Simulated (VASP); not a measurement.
A convergence study with VASP on BaS (rock salt): one setting is varied, all else stays as given below, so the limit is that of these other settings. ε∞ is the independent-particle value.

```yaml
crystal:
  lattice:
    - [0.00000, 3.19500, 3.19500]
    - [3.19500, 0.00000, 3.19500]
    - [3.19500, 3.19500, 0.00000]
  atoms:
    - { symbol: Ba, position: [0.00000, 0.00000, 0.00000] }
    - { symbol: S, position: [0.50000, 0.50000, 0.50000] }
```

Method: PBE GGA, VASP's PBE PAW potentials (set 64) (plane waves; VASP 6.6.1). The tightest run used: 550 eV cut-off, 6×6×6 Γ-centred mesh, Gaussian smearing of 0.050 eV, potentials Ba_sv S.

Question: The settings run are NBANDS = 9; NBANDS = 10; NBANDS = 12; NBANDS = 16; NBANDS = 24; NBANDS = 40; NBANDS = 72; NBANDS = 136. From which on does the mean ε∞ stay within 0.05  of the tightest run?

Answer: From NBANDS = 24 on: it is off by 0.02 there and by no more than 0.05 in any finer run, while NBANDS = 16 is off by 0.21.
```json
[
 {"setting": "NBANDS = 9", "mean ε∞": "2.36", "bands": "9", "difference judged ()": "3.00"},
 {"setting": "NBANDS = 10", "mean ε∞": "3.15", "bands": "10", "difference judged ()": "2.21"},
 {"setting": "NBANDS = 12", "mean ε∞": "4.27", "bands": "12", "difference judged ()": "1.09"},
 {"setting": "NBANDS = 16", "mean ε∞": "5.15", "bands": "16", "difference judged ()": "0.21"},
 {"setting": "NBANDS = 24", "mean ε∞": "5.34", "bands": "24", "difference judged ()": "0.02"},
 {"setting": "NBANDS = 40", "mean ε∞": "5.36", "bands": "40", "difference judged ()": "0.00"},
 {"setting": "NBANDS = 72", "mean ε∞": "5.36", "bands": "72", "difference judged ()": "0.00"},
 {"setting": "NBANDS = 136", "mean ε∞": "5.36", "bands": "136", "difference judged ()": "0.00"}
]
```

Left out are rungs that failed or repeat a setting and relaxations that didn't move; long series are thinned to 24 rows.

The compound is BaS in the rock salt structure. The cell was not relaxed at this level.
